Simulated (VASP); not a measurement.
Set up this calculation in VASP 6.6.1, as the native input.

| Quantity | Value |
| --- | --- |
| Task | single point |
| Functional | BLYP |
| Potentials or basis | VASP PAW PBE potentials, release 64 (Na_pv, Pb_d, Zn) |
| Cutoff | 520 eV |
| k mesh | 3 × 3 × 3 |
| Occupations | fermi-dirac, width 0.1 eV |
| Spin | no spin polarisation |
| Dipole correction | no |
| Further INCAR settings | LREAL = Auto; ALGO = Fast; EDIFF = 1e-06; NBANDS = 102 |

The structure of Na2Zn5Pb lies in POSCAR:

```
Na2Zn5Pb
1.0
    6.6857990000     -0.4385140000      0.3335480000
   -0.2564050000      6.4652050000      1.0406660000
    0.1430980000      1.2135650000      7.7931900000
Na Pb Zn
4 2 10
Direct
    0.8151630000      0.8348760000      0.9106400000
    0.9002840000      0.1772400000      0.5300870000
    0.3333430000      0.8948550000      0.4332780000
    0.5865460000      0.5329970000      0.3595230000
    0.7151590000      0.4415010000      0.7279670000
    0.4020630000      0.8503520000      0.0674010000
    0.0898180000      0.6378110000      0.7397300000
    0.5285960000      0.4550750000      0.0318700000
    0.4753030000      0.0561290000      0.7086650000
    0.2947230000      0.3160140000      0.8333540000
    0.9075560000      0.7800930000      0.4581600000
    0.7161250000      0.0590360000      0.2503770000
    0.0769030000      0.0547700000      0.1081420000
    0.0313700000      0.6408120000      0.2084770000
    0.9030630000      0.3986580000      0.0306410000
    0.2299130000      0.3155980000      0.2655140000
```

The cell was built by a generator and needn't be a form met in nature.

The input as run:

INCAR

```
SYSTEM = Na2Zn5Pb
AGGAC = 1.0
AGGAX = 1.0
ALDAC = 0.0
ALDAX = 1.0
ALGO = Fast
EDIFF = 1E-6
ENCUT = 520
GGA = B5
ISIF = 2
ISMEAR = -1
LASPH = .True.
LCHARG = .False.
LREAL = Auto
LWAVE = .False.
NBANDS = 102
NELM = 100
PREC = Accurate
SIGMA = 0.1
```

KPOINTS

```
k-points
0
Gamma
  3 3 3
  0 0 0
```

Potentials or basis: VASP PAW PBE potentials, release 64 (Na_pv, Pb_d, Zn).

Launch:

```console
$ cat potpaw_PBE.64/Na_pv/POTCAR potpaw_PBE.64/Pb_d/POTCAR potpaw_PBE.64/Zn/POTCAR > POTCAR
$ mpirun -np 1 vasp_std > vasp.out
```

It gave:

- Pressure: 9.1 GPa
- Largest force: 1.116 eV/Å
- Band gap on the k mesh: none (metal or under the smearing width)

Caveat: the PAW data sets were made with another functional, which shifts forces and pressure a little.

Run time: 7.2 min on 1 thread of Intel(R) Xeon(R) 6975P-C (Granite Rapids), with other jobs on the host, peak memory 0.55 GiB.
